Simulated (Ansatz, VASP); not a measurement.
## BHN (BN(111) slab, H on both faces): VASP beside Ansatz

Aim: how closely do two programs agree when they are given the same cell, functional and k mesh? The cell is taken from a series of runs on this material, whose earlier steps may have relaxed, scaled, displaced or heated it; both programs get it as it stands.

Program: Ansatz 0.2.0. Level of theory: plane waves, with VASP 6.6.1 beside it; LDA. Results are calculated unless marked as measured.

### Step 1. Set-up

The cell holds 150 atoms: 50 B, 50 N and 50 H. Cell: a = 12.784 Å, b = 12.784 Å, c = 16.820 Å, α = 90.0°, β = 90.0°, γ = 60.0°. It derives from BN (zinc-blende). As first built, before any earlier steps moved the atoms or strained the cell (in the runner's words): zinc-blende BN (a = 3.616 A), (111) slab of 4 atomic planes, 5 x 5 surface cells, H on the broken bonds of both faces; displaced by a Gaussian of 0.02 A. Vacuum lies along c.

### Step 2. VASP: single point, LDA

A single point takes one fixed geometry, so differences don't come from the geometry; what else differs is listed under the comparison.

Lines of VASP's logs that name or quote its potential files are left out, and so is its time.

The input, INCAR:

```
SYSTEM = BHN
PREC = Accurate
ENCUT = 520
EDIFF = 1E-06
NELM = 120
ISMEAR = -1
SIGMA = 0.025
LREAL = Auto
ALGO = Normal
GGA = PW92
NBANDS = 330
LORBIT = 11
LWAVE = .FALSE.
LCHARG = .FALSE.
ISIF = 2
LASPH = .TRUE.
GGA_COMPAT = .FALSE.
EFERMI = MIDGAP
```

The input, POSCAR:

```
BHN
1.0
   12.7844900000      0.0000000000      0.0000000000
    6.3922500000     11.0716900000      0.0000000000
    0.0000000000      0.0000000000     16.8196200000
B N H
50 50 50
Direct
    0.1331900000      0.1337000000      0.4503700000
    0.0665400000      0.0670200000      0.5715600000
    0.1331900000      0.3337000000      0.4503900000
    0.0665200000      0.2670300000      0.5715800000
    0.1331900000      0.5336900000      0.4503700000
    0.0665200000      0.4670400000      0.5715800000
    0.1332000000      0.7336900000      0.4503500000
    0.0665300000      0.6670400000      0.5715600000
    0.1332100000      0.9336900000      0.4503500000
    0.0665400000      0.8670200000      0.5715500000
    0.3331900000      0.1337000000      0.4503700000
    0.2665300000      0.0670300000      0.5715600000
    0.3331900000      0.3337000000      0.4503700000
    0.2665400000      0.2670300000      0.5715700000
    0.3332000000      0.5336900000      0.4503600000
    0.2665300000      0.4670300000      0.5715700000
    0.3332000000      0.7336900000      0.4503500000
    0.2665300000      0.6670300000      0.5715500000
    0.3332000000      0.9337000000      0.4503600000
    0.2665400000      0.8670200000      0.5715500000
    0.5332000000      0.1337000000      0.4503600000
    0.4665400000      0.0670300000      0.5715600000
    0.5332000000      0.3336900000      0.4503600000
    0.4665300000      0.2670300000      0.5715600000
    0.5332000000      0.5336900000      0.4503500000
    0.4665400000      0.4670200000      0.5715500000
    0.5332000000      0.7337000000      0.4503500000
    0.4665300000      0.6670300000      0.5715500000
    0.5331900000      0.9337000000      0.4503500000
    0.4665300000      0.8670300000      0.5715500000
[... 114 atom lines left out ...]
    0.7998900000      0.4003400000      0.3570700000
    0.8665000000      0.4670500000      0.6432800000
    0.7998800000      0.6003400000      0.3570600000
    0.8665100000      0.6670600000      0.6432700000
    0.7998700000      0.8003400000      0.3570500000
    0.8665200000      0.8670400000      0.6432600000
```

The input, KPOINTS:

```
Automatic mesh
0
Gamma
1 1 1
0 0 0
```

The projector-augmented-wave data sets are B, N and H (LDA family, release 64).

The run is started by

```sh
$ export OMP_NUM_THREADS=3
$ mpirun -np 1 vasp_gam
```

Numbers of over 12 decimals in the logs are rounded to 6 here.

The program printed:

```text
[banner, memory and clock lines left out]
running    1 mpi-ranks, on    1 nodes
[...]
Offloading initialized ...    1 GPUs detected
[...]
|                                                                             |
|               ----> ADVICE to this user running VASP <----                  |
|                                                                             |
|     You enforced a specific xc type in the INCAR file but a different       |
|     [... a line on the potential file left out ...]
|     I HOPE YOU KNOW WHAT YOU ARE DOING!                                     |
|                                                                             |

 LDA part: xc-table for (Slater(with rela. corr.)+PW92), standard interpolation
 POSCAR, INCAR and KPOINTS ok, starting setup
[...]
entering main loop
       N       E                     dE             d eps       ncg     rms          rms(c)
DAV:   1     0.463269454367E+04    0.46327E+04   -0.21729E+05   676   0.121E+03
DAV:   2    -0.547496060528E+03   -0.51802E+04   -0.48823E+04   944   0.307E+02
DAV:   3    -0.120534678223E+04   -0.65785E+03   -0.65297E+03   848   0.121E+02
DAV:   4    -0.122746629610E+04   -0.22120E+02   -0.22066E+02   856   0.231E+01
[...]
DAV:  25    -0.112592640708E+04   -0.49305E-05   -0.50984E-07   560   0.807E-04    0.415E-04
DAV:  26    -0.112592640875E+04   -0.16716E-05   -0.24878E-07   518   0.513E-04    0.296E-04
DAV:  27    -0.112592640930E+04   -0.54669E-06   -0.38920E-08   528   0.224E-04
   1 F= -.11259264E+04 E0= -.11259264E+04  d E =-.673157E-11
```

Parts of OUTCAR (step 2):

```text
  FREE ENERGIE OF THE ION-ELECTRON SYSTEM (eV)
  ---------------------------------------------------
  free  energy   TOTEN  =     -1125.9264092957 eV

  energy  without entropy=    -1125.9264092957  energy(sigma->0) =    -1125.92640930
```

(Part 1 of 2 ends here.)

[Lines on the potential files, build, host, timing and source positions are cut from VASP's logs without a mark.]

[Logs are printed without paths, hosts, clocks, repeated set-up lines and the standing remarks that a program may print on its own settings, such as how far it seeks lower states.]

[Hosts, paths, dates, database ids (printed as entryN), source tags and the programs' standing remarks are cut or masked in the printed files.]
